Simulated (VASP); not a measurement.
Write the native input for VASP 6.6.1 that does the following.

* Task: relaxation of cell and atoms
* Functional: r2SCAN
* Potentials or basis: VASP PAW PBE potentials, release 64 (Ta_pv, As)
* Cutoff: 600 eV
* k mesh: 16 × 16 × 16
* Occupations: methfessel-paxton, width 0.1 eV
* Spin: no spin polarisation
* Further INCAR settings: ALGO = Normal; EDIFF = 1e-07; IBRION = 2; EDIFFG = -0.005; NSW = 90; ISIF = 3

The structure of TaAs lies in POSCAR:

```
TaAs                                    
1.0
   -1.7220135092      1.7220135092      5.8619880494
    1.7220135092     -1.7220135092      5.8619880494
    1.7220135092      1.7220135092     -5.8619880494
  Ta              As            
     2     2
Direct
     0.4999795607166340    0.9999795607166341    0.5000000000000000
     0.7499795607166341    0.7499795607166341    0.0000000000000000
     0.0826198592833670    0.5826198592833670    0.5000000000000000
     0.3326198592833671    0.3326198592833671    1.0000000000000000
```

The cell is a database's computed one.

These files were run (other wordings do the same):

INCAR

```
SYSTEM = TaAs
PREC = Accurate
ENCUT = 600
EDIFF = 1E-7
ISMEAR = 1
SIGMA = 0.1
LREAL = .FALSE.
LASPH = .TRUE.
NELM = 80
ALGO = Normal
ISIF = 3
LWAVE = .FALSE.
LCHARG = .FALSE.
METAGGA = R2SCAN
LMIXTAU = .TRUE.
IBRION = 2
NSW = 90
EDIFFG = -0.005
KPAR = 2
```

KPOINTS

```
Automatic mesh
0
G
  16 16 16
  0 0 0
```

Potentials or basis: VASP PAW PBE potentials, release 64 (Ta_pv, As).

The run is started by

```console
$ cat potpaw_PBE.64/Ta_pv/POTCAR potpaw_PBE.64/As/POTCAR > POTCAR
$ mpirun -np 2 vasp_std > vasp.out
```

Results of the run:

```json
{
  "Relaxed volume": "17.39 Å³/atom",
  "Relaxed cell": "a = 6.348 Å, b = 6.348 Å, c = 6.348 Å, α = 148.52°, β = 148.52°, γ = 45.12°",
  "Space group after relaxing (to 0.05 Å)": "I4_1md (No. 109)",
  "Energy gained by relaxing": "0.0 meV/atom",
  "Ionic steps": "3",
  "Pressure after relaxing": "0.0 GPa",
  "Largest force after relaxing": "0.005 eV/Å",
  "Band gap on the k mesh": "none (metal or under the smearing width)"
}
```

Caveat: the PAW data sets were made with another functional, which shifts forces and pressure a little.

Run time: 91 min on 2 MPI ranks on Intel(R) Xeon(R) 6975P-C (Granite Rapids), on a shared host, peak memory 0.86 GiB a rank.
